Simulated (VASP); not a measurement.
Here is a VASP 6.6.1 calculation.

Contents of INCAR:

```
PREC = Accurate
ENCUT = 520
EDIFF = 1E-6
ISMEAR = 1
SIGMA = 0.1
LREAL = F
LASPH = T
NELM = 100
ALGO = Normal
ISIF = 2
LWAVE = F
LCHARG = F
GGA = PS
ICORELEVEL = 1
KPAR = 8
```

Contents of KPOINTS:

```
regular mesh
0
Gamma
  5 5 5
```

Contents of POSCAR:

```
Al
1.0
    0.0000000000      6.0744150000      6.0744150000
    6.0744150000      0.0000000000      6.0744150000
    6.0744150000      6.0744150000      0.0000000000
Al
27
Direct
    0.0000000000      0.0000000000      0.0000000000
    0.0000000000      0.0000000000      0.3333333333
    0.0000000000      0.0000000000      0.6666666667
    0.0000000000      0.3333333333      0.0000000000
    0.0000000000      0.3333333333      0.3333333333
    0.0000000000      0.3333333333      0.6666666667
    0.0000000000      0.6666666667      0.0000000000
    0.0000000000      0.6666666667      0.3333333333
    0.0000000000      0.6666666667      0.6666666667
    0.3333333333      0.0000000000      0.0000000000
    0.3333333333      0.0000000000      0.3333333333
    0.3333333333      0.0000000000      0.6666666667
    0.3333333333      0.3333333333      0.0000000000
    0.3333333333      0.3333333333      0.3333333333
    0.3333333333      0.3333333333      0.6666666667
    0.3333333333      0.6666666667      0.0000000000
    0.3333333333      0.6666666667      0.3333333333
    0.3333333333      0.6666666667      0.6666666667
    0.6666666667      0.0000000000      0.0000000000
    0.6666666667      0.0000000000      0.3333333333
    0.6666666667      0.0000000000      0.6666666667
    0.6666666667      0.3333333333      0.0000000000
    0.6666666667      0.3333333333      0.3333333333
    0.6666666667      0.3333333333      0.6666666667
    0.6666666667      0.6666666667      0.0000000000
    0.6666666667      0.6666666667      0.3333333333
    0.6666666667      0.6666666667      0.6666666667
```

Potentials or basis: VASP PAW PBE potentials, release 64 (Al).

Launch:

```console
$ cat potpaw_PBE.64/Al/POTCAR > POTCAR
$ mpirun -np 8 vasp_std > vasp.out
```

Predict the pressure.

-2.1 GPa.

Predict the band gap on the k mesh.

none (metal or under the smearing width).

Core levels (eV, on the scale of the bands):
| atom | levels |
| --- | --- |
| 1 Al | 1s -1498.3, 2s -95.5, 2p -57.0 |
| 2 Al | 1s -1498.3, 2s -95.5, 2p -57.0 |
| 3 Al | 1s -1498.3, 2s -95.5, 2p -57.0 |
| 4 Al | 1s -1498.3, 2s -95.5, 2p -57.0 |
| 5 Al | 1s -1498.3, 2s -95.5, 2p -57.0 |
| 6 Al | 1s -1498.3, 2s -95.5, 2p -57.0 |

Caveat: the PAW data sets were made with another functional, which shifts forces and pressure a little.
